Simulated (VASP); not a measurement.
# NaB3 (P4/mmm) in VASP: reference runs

Reference runs on NaB3: the cell as given.

All numbers are computed with VASP 6.6.1; they aren't measurements. Logs are shortened: lines on timing, memory, paths and dates and some standing lists are left out, and cuts for length are marked.

**1. The crystal as given**

The structure is tetragonal, space group P4/mmm (No. 123). The conventional cell has a = 3.482 Å, b = 3.482 Å, c = 3.397 Å, α = 90.00°, β = 90.00°, γ = 90.00°. Na (site symmetry 4/mmm) has 12 B at 2.43 to 2.46 Å as nearest neighbours. B (site symmetry mmm) has 4 Na at 2.43 Å and 8 B at 2.43 to 2.46 Å as nearest neighbours. B (site symmetry 4/mmm) is surrounded by 8 B at 2.43 Å and 4 Na at 2.46 Å.

The cell was built by a generator and needn't be a form met in nature.

**2. Single point, PBE**

Input file INCAR:

```
SYSTEM = NaB3
ALGO = Normal
EDIFF = 1E-7
ENCUT = 520
GGA = PE
ISIF = 2
ISMEAR = -1
LASPH = .TRUE.
LCHARG = .FALSE.
LREAL = .FALSE.
LWAVE = .FALSE.
NBANDS = 16
NELM = 60
PREC = Accurate
SIGMA = 0.05
```

Input file KPOINTS:

```
k-points
0
G
  8 8 8
  0 0 0
```

Input file POSCAR:

```
NaB3
1.0
    3.4824699000      0.0000000000      0.0000000000
    0.0000000000      3.4824699000      0.0000000000
    0.0000000000      0.0000000000      3.3972046100
Na B
1 3
Direct
    0.0000000000      0.0000000000      0.0000000000
    0.0000000000      0.5000000000      0.5000000000
    0.5000000000      0.0000000000      0.5000000000
    0.5000000000      0.5000000000      0.0000000000
```

Potentials or basis: VASP PAW PBE potentials, release 64 (Na_pv, B).

The run is started by

```sh
$ cat potpaw_PBE.64/Na_pv/POTCAR potpaw_PBE.64/B/POTCAR > POTCAR
$ mpirun -np 1 vasp_std > vasp.out
```

OUTCAR:

```text
SYSTEM = NaB3
   EDIFF = 1E-7
   ENCUT = 520
   GGA = PE
   ISIF = 2
   ISMEAR = -1
   LASPH = .TRUE.
   LREAL = .FALSE.
   NELM = 60
   PREC = Accurate

 ion  position               nearest neighbor table
   1  0.000  0.000  0.000-   2 2.43   3 2.43   2 2.43   3 2.43   2 2.43   2 2.43   3 2.43   3 2.43
                             4 2.46   4 2.46   4 2.46   4 2.46
   2  0.000  0.500  0.500-   1 2.43   1 2.43   1 2.43   1 2.43
   3  0.500  0.000  0.500-   1 2.43   1 2.43   1 2.43   1 2.43
   4  0.500  0.500  0.000-   1 2.46   1 2.46   1 2.46   1 2.46

  LATTYP: Found a simple tetragonal cell.
 ALAT       =     3.4824699000
 C/A-ratio  =     0.9755158573

  Lattice vectors:

 A1 = (   3.4824699000,   0.0000000000,   0.0000000000)
 A2 = (   0.0000000000,   3.4824699000,   0.0000000000)
 A3 = (   0.0000000000,   0.0000000000,   3.3972046100)

Analysis of symmetry for initial positions (statically):
=====================================================================
 Subroutine PRICEL returns:
 Original cell was already a primitive cell.

 Routine SETGRP: Setting up the symmetry group for a
 simple tetragonal supercell.

 Subroutine GETGRP returns: Found 16 space group operations
 (whereof 16 operations were pure point group operations)
 out of a pool of 16 trial point group operations.

The static configuration has the point symmetry D_4h.

Analysis of symmetry for dynamics (positions and initial velocities):
=====================================================================
 Subroutine PRICEL returns:
 Original cell was already a primitive cell.

 Routine SETGRP: Setting up the symmetry group for a
 simple tetragonal supercell.

 Subroutine GETGRP returns: Found 16 space group operations
 (whereof 16 operations were pure point group operations)
 out of a pool of 16 trial point group operations.

The dynamic configuration has the point symmetry D_4h.

 Subroutine INISYM returns: Found 16 space group operations
 (whereof 16 operations are pure point group operations),
 and found     1 'primitive' translations

----------------------------------------------------------------------------------------

                                     Primitive cell

  volume of cell :      41.1999

  direct lattice vectors                    reciprocal lattice vectors
     3.482469900  0.000000000  0.000000000     0.287152518  0.000000000  0.000000000
     0.000000000  3.482469900  0.000000000     0.000000000  0.287152518  0.000000000
     0.000000000  0.000000000  3.397204610     0.000000000  0.000000000  0.294359662

  length of vectors
     3.482469900  3.482469900  3.397204610     0.287152518  0.287152518  0.294359662

  position of ions in fractional coordinates (direct lattice)
     0.000000000  0.000000000  0.000000000
     0.000000000  0.500000000  0.500000000
     0.500000000  0.000000000  0.500000000
     0.500000000  0.500000000  0.000000000

  ion indices of the primitive-cell ions
   primitive index   ion index
                 1           1
                 2           2
                 3           3
                 4           4

----------------------------------------------------------------------------------------

 KPOINTS: k-points

Automatic generation of k-mesh.
 Grid dimensions read from file:
 generate k-points for:    8    8    8

 Generating k-lattice:

  Cartesian coordinates                     Fractional coordinates (reciprocal lattice)
     0.035894065  0.000000000  0.000000000     0.125000000  0.000000000  0.000000000
     0.000000000  0.035894065  0.000000000     0.000000000  0.125000000  0.000000000
     0.000000000  0.000000000  0.036794958     0.000000000  0.000000000  0.125000000

  Length of vectors
     0.035894065  0.035894065  0.036794958

  Shift w.r.t. Gamma in fractional coordinates (k-lattice)
     0.000000000  0.000000000  0.000000000

 Subroutine IBZKPT returns following result:
 ===========================================

 Found     75 irreducible k-points:

 Following reciprocal coordinates:
            Coordinates               Weight
  0.000000  0.000000  0.000000      1.000000
  0.125000  0.000000  0.000000      4.000000
  0.250000  0.000000  0.000000      4.000000
  0.375000  0.000000  0.000000      4.000000
  0.500000  0.000000  0.000000      2.000000
  0.125000  0.125000  0.000000      4.000000
[... 16 lines left out ...]
  0.375000  0.125000  0.125000     16.000000
  0.500000  0.125000  0.125000      8.000000
 [... further k-points ...]
   k-points           NKPTS =     75   k-points in BZ     NKDIM =     75   number of bands    NBANDS=     16
   number of dos      NEDOS =    301   number of ions     NIONS =      4
   total plane-waves  NPLWV =  21952
   dimension x,y,z NGX =    28 NGY =   28 NGZ =   28
   dimension x,y,z NGXF=    56 NGYF=   56 NGZF=   56
   ions per type =               1   3
   NGX,Y,Z   is equivalent  to a cutoff of  13.37, 13.37, 13.70 a.u.
   NGXF,Y,Z  is equivalent  to a cutoff of  26.73, 26.73, 27.40 a.u.
 SYSTEM =  NaB3
   PREC   = accura    normal or accurate (medium, high low for compatibility)
   ISTART =      0    job   : 0-new  1-cont  2-samecut
   ICHARG =      2    charge: 1-file 2-atom 10-const
   ISPIN  =      1    spin polarized calculation?
   LNONCOLLINEAR =      F non collinear calculations
   LSORBIT =      F    spin-orbit coupling
   LASPH  =      T    aspherical Exc in radial PAW
   ENCUT  =  520.0 eV  38.22 Ry    6.18 a.u.   6.48  6.48  6.32*2*pi/ulx,y,z
   NELM   =     60;   NELMIN=  2; NELMDL= -5     # of ELM steps
   EDIFF  = 0.1E-06   stopping-criterion for ELM
   LREAL  =      F    real-space projection
   EDIFFG = 0.1E-05   stopping-criterion for IOM
   NSW    =      0    number of steps for IOM
   IBRION =     -1    ionic relax: 0-MD 1-quasi-New 2-CG
   NFREE  =      0    steps in history (QN), initial steepest desc. (CG)
   ISIF   =      2    stress and relaxation
   ISYM   =      2    0-nonsym 1-usesym 2-fastsym
   POTIM  = 0.5000    time-step for ionic-motion
   TEBEG  =    0.0;   TEEND  =   0.0 temperature during run
   PSTRESS=    0.0 pullay stress
   NELECT =      16.0000    total number of electrons
   NUPDOWN=      -1.0000    fix difference up-down
   EMIN   =  10.00;   EMAX   =-10.00  energy-range for DOS
   EFERMI =   0.00;   METHOD = LEGACY
   ISMEAR =    -1;   SIGMA  =   0.05  broadening in eV -4-tet -1-fermi 0-gaus
   EFERMI_NEDOS =   21; number of points for ismear=-14 and -15
   IALGO  =     38    algorithm
   IMIX   =      4    mixing-type and parameters
     AMIX     =   0.40;   BMIX     =  1.00
     AMIX_MAG =   1.60;   BMIX_MAG =  1.00
  volume/ion in A,a.u.               =      10.30        69.51
  Fermi-wavevector in a.u.,A,eV,Ry     =   1.194399  2.257086 19.409913  1.426588
  Thomas-Fermi vector in A             =   2.330390
   LORBIT       =      0    0 simple, 1 ext, 2 COOP (PROOUT), +10 PAW based schemes
   GGA     = PE    functional components
   LHFCALC =     F    Hartree Fock is set to
   AEXX    =    0.0000 exact exchange contribution
   IVDW    =     0    specifies the selected vdW correction
   LEPSILON=     F    determine dielectric tensor
   LRPA    =     F    only Hartree local field effects (RPA)
 non-spin polarized calculation
  energy-cutoff  :      520.00
  volume of cell :       41.20
 maximum number of plane-waves:      1140
 NGX is ok and might be reduce to    28
   NGX = 13   NGY = 13   NGZ = 13

 number of electron      16.0000001 magnetization

 Free energy of the ion-electron system (eV)
  ---------------------------------------------------
  ext. energy  EPLUGINS =         0.00000000
  ---------------------------------------------------
  free energy    TOTEN  =       -13.87715785 eV

  energy without entropy =      -13.86379470  energy(sigma->0) =      -13.87047628

 E-fermi :   4.2935     XC(G=0): -10.8287

 val. band max:        4.2886308560   @ k =   0.3750   0.0000   0.3750
 cond. band min:       4.3168517622   @ k =   0.5000   0.3750   0.2500
 fundamental gap:      0.0282209063
 Fermi energy:         4.2934671245

 k-point     1 :       0.0000    0.0000    0.0000
  band No.  band energies     occupation
      1     -18.3635      2.00000
      2     -18.3635      2.00000
      3     -18.3582      2.00000
      4      -7.2856      2.00000
      5       1.8837      2.00000
      6       1.8837      2.00000
[... 8 lines left out ...]
     15      12.0020      0.00000
     16      12.0338      0.00000

 k-point     2 :       0.1250    0.0000    0.0000
  band No.  band energies     occupation
      1     -18.3767      2.00000
      2     -18.3619      2.00000
      3     -18.3566      2.00000
      4      -7.1156      2.00000
      5       0.4280      2.00000
      6       2.0139      2.00000
[... 8 lines left out ...]
     15      11.7271      0.00000
     16      12.0424      0.00000

 k-point     3 :       0.2500    0.0000    0.0000
  band No.  band energies     occupation
      1     -18.4081      2.00000
      2     -18.3580      2.00000
      3     -18.3528      2.00000
      4      -6.6175      2.00000
      5      -1.3705      2.00000
      6       2.3860      2.00000
[... 8 lines left out ...]
     15      11.3871      0.00000
     16      13.3510      0.00000

 k-point     4 :       0.3750    0.0000    0.0000
  band No.  band energies     occupation
      1     -18.4392      2.00000
      2     -18.3541      2.00000
      3     -18.3490      2.00000
      4      -5.8422      2.00000
      5      -2.9598      2.00000
      6       2.9069      2.00000
[... 8 lines left out ...]
     15      11.2398      0.00000
     16      15.5535      0.00000
[... 324 lines left out ...]
 k-point    22 :       0.2500    0.1250    0.1250
  band No.  band energies     occupation
      1     -18.4037      2.00000
      2     -18.3689      2.00000
      3     -18.3657      2.00000
      4      -6.2838      2.00000
      5      -1.0909      2.00000
      6       1.0294      2.00000
[... 8 lines left out ...]
     15      11.6582      0.00000
     16      14.0138      0.00000

 k-point    23 :       0.3750    0.1250    0.1250
  band No.  band energies     occupation
      1     -18.4341      2.00000
      2     -18.3648      2.00000
      3     -18.3617      2.00000
      4      -5.5254      2.00000
      5      -2.6499      2.00000
      6       1.6054      2.00000
[... 8 lines left out ...]
     15      11.3825      0.00000
     16      16.0353      0.00000

 k-point    24 :       0.5000    0.1250    0.1250
  band No.  band energies     occupation
      1     -18.4465      2.00000
      2     -18.3630      2.00000
      3     -18.3601      2.00000
      4      -4.8934      2.00000
      5      -3.5554      2.00000
      6       2.0141      2.00000
[... 8 lines left out ...]
     15      11.3203      0.00000
     16      17.5678      0.00000

 [... further k-points ...]
[... 5 lines left out ...]
  --------------------------------------------------------------------------------------
  -------------------------------------------------------------------------------------
  Total       -3.2551769     -3.2551769     -2.1232616      0.0000000     -0.0000000      0.0000000
  in kB     -126.5868915   -126.5868915    -82.5691180      0.0000000     -0.0000000      0.0000000
  external PRESSURE =    -111.9143003 kB  Pullay stress =       0.0000000 kB

 VOLUME and BASIS-vectors are now :
 -----------------------------------------------------------------------------
  energy-cutoff  :      520.00
  volume of cell :       41.20
      direct lattice vectors                 reciprocal lattice vectors
     3.482469900  0.000000000  0.000000000     0.287152518  0.000000000  0.000000000
     0.000000000  3.482469900  0.000000000     0.000000000  0.287152518  0.000000000
     0.000000000  0.000000000  3.397204610     0.000000000  0.000000000  0.294359662

 POSITION                                       TOTAL-FORCE (eV/Angst)
 -----------------------------------------------------------------------------------
      0.00000      0.00000      0.00000         0.000000      0.000000      0.000000
      0.00000      1.74123      1.69860         0.000000      0.000000      0.000000
      1.74123      0.00000      1.69860         0.000000      0.000000      0.000000
      1.74123      1.74123      0.00000         0.000000      0.000000      0.000000
 -----------------------------------------------------------------------------------
    total drift:                               -0.000000      0.000000     -0.000000

  FREE ENERGIE OF THE ION-ELECTRON SYSTEM (eV)
  ---------------------------------------------------
  free  energy   TOTEN  =       -13.8771578543 eV

  energy  without entropy=      -13.8637947039  energy(sigma->0) =      -13.87047628
```

Run time: 44 s. Hardware: 1 thread of AMD EPYC 7R43 (Zen 3), shared host; peak memory 0.13 GiB.

Results:

```yaml
Free_energy: -13.8772 eV
Pressure: -11.2 GPa
Band_gap_on_the_k_mesh: none (metal or under the smearing width)
```

Stress tensor (GPa, compression positive):
```
-12.66   0.00   0.00
  0.00 -12.66   0.00
  0.00   0.00  -8.26
```
